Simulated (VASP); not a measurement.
OSZICAR of a VASP run on TiB (space group I4_1md):

File OSZICAR:
```
       N       E                     dE             d eps       ncg     rms          rms(c)
DAV:   1     0.287121805301E+03    0.28712E+03   -0.13686E+04  2858   0.162E+03
DAV:   2     0.346480153858E+01   -0.28366E+03   -0.27838E+03  2871   0.474E+02
DAV:   3    -0.324461101007E+02   -0.35911E+02   -0.34746E+02  5378   0.140E+02
DAV:   4    -0.343830189447E+02   -0.19369E+01   -0.19269E+01  3367   0.327E+01
DAV:   5    -0.344835885530E+02   -0.10057E+00   -0.10053E+00  4307   0.637E+00    0.226E+01
DAV:   6    -0.274548348893E+02    0.70288E+01   -0.59597E+01  3696   0.668E+01    0.577E+00
DAV:   7    -0.272808758840E+02    0.17396E+00   -0.57845E+00  3728   0.209E+01    0.474E+00
DAV:   8    -0.273251511945E+02   -0.44275E-01   -0.22164E-01  3644   0.425E+00    0.109E+00
DAV:   9    -0.273323552554E+02   -0.72041E-02   -0.56878E-02  3691   0.208E+00    0.255E-01
DAV:  10    -0.273328405468E+02   -0.48529E-03   -0.18879E-03  3743   0.441E-01    0.682E-02
DAV:  11    -0.273328687677E+02   -0.28221E-04   -0.25288E-04  3792   0.154E-01    0.252E-02
DAV:  12    -0.273328676331E+02    0.11346E-05   -0.26601E-05  4327   0.476E-02    0.338E-03
DAV:  13    -0.273328680761E+02   -0.44302E-06   -0.47798E-07  1980   0.722E-03
   1 F= -.27332868E+02 E0= -.27330849E+02  d E =-.273329E+02
       N       E                     dE             d eps       ncg     rms          rms(c)
DAV:   1    -0.703789487539E+02   -0.43046E+02   -0.86749E+02  4792   0.410E+02    0.725E+01
DAV:   2    -0.393545503983E+02    0.31024E+02   -0.91107E+02  4332   0.225E+02    0.207E+01
DAV:   3    -0.259456643437E+02    0.13409E+02   -0.78264E+01  3956   0.739E+01    0.101E+01
DAV:   4    -0.264760735872E+02   -0.53041E+00   -0.14388E+01  3864   0.243E+01    0.521E+00
DAV:   5    -0.279105232929E+02   -0.14344E+01   -0.97236E+00  3949   0.209E+01    0.736E+00
DAV:   6    -0.275396564405E+02    0.37087E+00   -0.53242E+00  3708   0.162E+01    0.238E+00
DAV:   7    -0.275843220761E+02   -0.44666E-01   -0.10309E-01  3518   0.277E+00    0.807E-01
DAV:   8    -0.275912268145E+02   -0.69047E-02   -0.19168E-01  3768   0.299E+00    0.707E-01
DAV:   9    -0.275876645585E+02    0.35623E-02   -0.17870E-02  3783   0.116E+00    0.280E-01
DAV:  10    -0.275863599781E+02    0.13046E-02   -0.10403E-02  3801   0.719E-01    0.240E-02
DAV:  11    -0.275863421612E+02    0.17817E-04   -0.18028E-04  3382   0.123E-01    0.516E-02
DAV:  12    -0.275863653167E+02   -0.23155E-04   -0.50347E-05  3224   0.704E-02    0.116E-02
DAV:  13    -0.275863668632E+02   -0.15465E-05   -0.13299E-05  3897   0.233E-02    0.391E-03
DAV:  14    -0.275863664724E+02    0.39079E-06   -0.26040E-06  2660   0.134E-02
   2 F= -.27586366E+02 E0= -.27582998E+02  d E =-.253498E+00
       N       E                     dE             d eps       ncg     rms          rms(c)
DAV:   1    -0.334720840192E+02   -0.58857E+01   -0.13786E+02  3186   0.153E+02    0.189E+01
DAV:   2    -0.286009686486E+02    0.48711E+01   -0.39287E+01  4074   0.669E+01    0.615E+00
DAV:   3    -0.279670789272E+02    0.63389E+00   -0.35107E+00  4171   0.133E+01    0.299E+00
DAV:   4    -0.278979084884E+02    0.69170E-01   -0.13492E+00  3885   0.893E+00    0.168E+00
DAV:   5    -0.279268724347E+02   -0.28964E-01   -0.18543E-01  3695   0.416E+00    0.569E-01
DAV:   6    -0.279723781036E+02   -0.45506E-01   -0.91655E-02  3917   0.168E+00    0.498E-01
DAV:   7    -0.279744389905E+02   -0.20609E-02   -0.19744E-02  4339   0.102E+00    0.146E-01
DAV:   8    -0.279752337000E+02   -0.79471E-03   -0.95784E-04  3684   0.192E-01    0.566E-02
DAV:   9    -0.279753926393E+02   -0.15894E-03   -0.45212E-04  3782   0.110E-01    0.867E-03
DAV:  10    -0.279753962677E+02   -0.36284E-05   -0.43800E-05  4252   0.458E-02    0.791E-03
DAV:  11    -0.279753988244E+02   -0.25567E-05   -0.39829E-06  3160   0.137E-02    0.123E-03
DAV:  12    -0.279753990199E+02   -0.19545E-06   -0.51158E-07  1707   0.537E-03
   3 F= -.27975399E+02 E0= -.27972687E+02  d E =-.642531E+00
       N       E                     dE             d eps       ncg     rms          rms(c)
DAV:   1    -0.279787798197E+02   -0.33810E-02   -0.79446E-02  3558   0.386E+00    0.488E-01
DAV:   2    -0.279763704449E+02    0.24094E-02   -0.41103E-02  4281   0.187E+00    0.179E-01
DAV:   3    -0.279755358117E+02    0.83463E-03   -0.50106E-03  3660   0.500E-01    0.856E-02
DAV:   4    -0.279754645015E+02    0.71310E-04   -0.96651E-04  4102   0.221E-01    0.384E-02
DAV:   5    -0.279754834708E+02   -0.18969E-04   -0.43667E-05  3266   0.683E-02    0.197E-02
DAV:   6    -0.279755174583E+02   -0.33987E-04   -0.44188E-05  4193   0.340E-02    0.624E-03
DAV:   7    -0.279755209101E+02   -0.34518E-05   -0.59599E-06  3926   0.131E-02    0.465E-03
DAV:   8    -0.279755214738E+02   -0.56371E-06   -0.50350E-07  1536   0.528E-03
   4 F= -.27975521E+02 E0= -.27972824E+02  d E =-.642653E+00
       N       E                     dE             d eps       ncg     rms          rms(c)
DAV:   1    -0.279771542980E+02   -0.16334E-02   -0.99804E-01  3438   0.197E+01    0.577E-01
DAV:   2    -0.279841313652E+02   -0.69771E-02   -0.13889E-01  2917   0.367E+00    0.313E-01
DAV:   3    -0.279824265761E+02    0.17048E-02   -0.66040E-03  3776   0.855E-01    0.902E-02
DAV:   4    -0.279823961668E+02    0.30409E-04   -0.65587E-04  3667   0.242E-01    0.306E-02
DAV:   5    -0.279823945061E+02    0.16607E-05   -0.65699E-05  4220   0.974E-02    0.161E-02
DAV:   6    -0.279823954996E+02   -0.99353E-06   -0.65535E-06  3393   0.247E-02
   5 F= -.27982395E+02 E0= -.27979540E+02  d E =-.687403E-02
       N       E                     dE             d eps       ncg     rms          rms(c)
DAV:   1    -0.279787241711E+02    0.36703E-02   -0.13401E+00  3440   0.228E+01    0.688E-01
DAV:   2    -0.279874636943E+02   -0.87395E-02   -0.18553E-01  2928   0.426E+00    0.360E-01
DAV:   3    -0.279852348932E+02    0.22288E-02   -0.88898E-03  3765   0.986E-01    0.994E-02
DAV:   4    -0.279852130126E+02    0.21881E-04   -0.80368E-04  3610   0.274E-01    0.366E-02
DAV:   5    -0.279852106416E+02    0.23710E-05   -0.83001E-05  4417   0.101E-01    0.195E-02
DAV:   6    -0.279852120138E+02   -0.13722E-05   -0.96400E-06  3819   0.285E-02    0.663E-03
DAV:   7    -0.279852124759E+02   -0.46206E-06   -0.12920E-06  1902   0.156E-02
   6 F= -.27985212E+02 E0= -.27981690E+02  d E =-.969100E-02
       N       E                     dE             d eps       ncg     rms          rms(c)
DAV:   1    -0.279851848826E+02    0.27131E-04   -0.12615E-02  3438   0.222E+00    0.674E-02
DAV:   2    -0.279852631951E+02   -0.78313E-04   -0.17341E-03  2943   0.406E-01    0.353E-02
DAV:   3    -0.279852412699E+02    0.21925E-04   -0.84904E-05  3769   0.956E-02    0.999E-03
DAV:   4    -0.279852411693E+02    0.10055E-06   -0.79732E-06  3413   0.271E-02
   7 F= -.27985241E+02 E0= -.27981623E+02  d E =-.971970E-02
       N       E                     dE             d eps       ncg     rms          rms(c)
DAV:   1    -0.279966634753E+02   -0.11422E-01   -0.28330E-01  4142   0.758E+00    0.918E-01
DAV:   2    -0.279882943140E+02    0.83692E-02   -0.14057E-01  4194   0.341E+00    0.333E-01
DAV:   3    -0.279854004470E+02    0.28939E-02   -0.17605E-02  3740   0.938E-01    0.152E-01
DAV:   4    -0.279851761525E+02    0.22429E-03   -0.31229E-03  4101   0.401E-01    0.673E-02
DAV:   5    -0.279852376484E+02   -0.61496E-04   -0.13290E-04  3304   0.116E-01    0.377E-02
DAV:   6    -0.279853380413E+02   -0.10039E-03   -0.16633E-04  4018   0.615E-02    0.151E-02
DAV:   7    -0.279853487736E+02   -0.10732E-04   -0.27031E-05  4570   0.264E-02    0.103E-02
DAV:   8    -0.279853493101E+02   -0.53644E-06   -0.18769E-06  2200   0.129E-02
   8 F= -.27985349E+02 E0= -.27981603E+02  d E =-.108141E-03
       N       E                     dE             d eps       ncg     rms          rms(c)
DAV:   1    -0.279875267805E+02   -0.21780E-02   -0.51680E-02  4121   0.324E+00    0.389E-01
DAV:   2    -0.279859803243E+02    0.15465E-02   -0.24680E-02  4175   0.144E+00    0.139E-01
DAV:   3    -0.279854850664E+02    0.49526E-03   -0.30398E-03  3796   0.390E-01    0.651E-02
DAV:   4    -0.279854471842E+02    0.37882E-04   -0.57793E-04  4086   0.175E-01    0.296E-02
DAV:   5    -0.279854604214E+02   -0.13237E-04   -0.25022E-05  3292   0.519E-02    0.161E-02
DAV:   6    -0.279854826112E+02   -0.22190E-04   -0.29423E-05  3850   0.261E-02    0.618E-03
DAV:   7    -0.279854857030E+02   -0.30917E-05   -0.49727E-06  3798   0.116E-02    0.414E-03
DAV:   8    -0.279854860730E+02   -0.37009E-06   -0.39694E-07  1464   0.573E-03
   9 F= -.27985486E+02 E0= -.27981794E+02  d E =-.244904E-03
```

Question: Which electronic solver shows in the log?

Answer: It is blocked Davidson (ALGO = Normal, or the opening steps of other solvers). The INCAR had ALGO = Normal.

Question: Can the final energy be trusted as converged?

Answer: Self-consistency was reached. It stopped with EDIFF = 1E-6, NELM = 100, NSW = 50 and EDIFFG = -0.01 after 9 ionic steps (PBE GGA, plane waves, VASP's PBE PAW potentials (set 64)). At this cut-off the stress carries a Pulay error, which pulls relaxed volumes low. Energy and stress use the plane-wave basis of the starting cell.

The structure was generated: TiB was put into an ordered model structure, which need not be its known phase. This run relaxes it. Symmetry was kept, so distortions that lower it aren't found. The k-mesh is coarse (spacing up to 0.32 per Å, 2π included), so the numbers may not be converged in it. The run is one of a series of settings (EDIFFG = -0.01, IBRION = 2, ISIF = 3, NSW = 50 against the base run), some of them coarse on purpose.
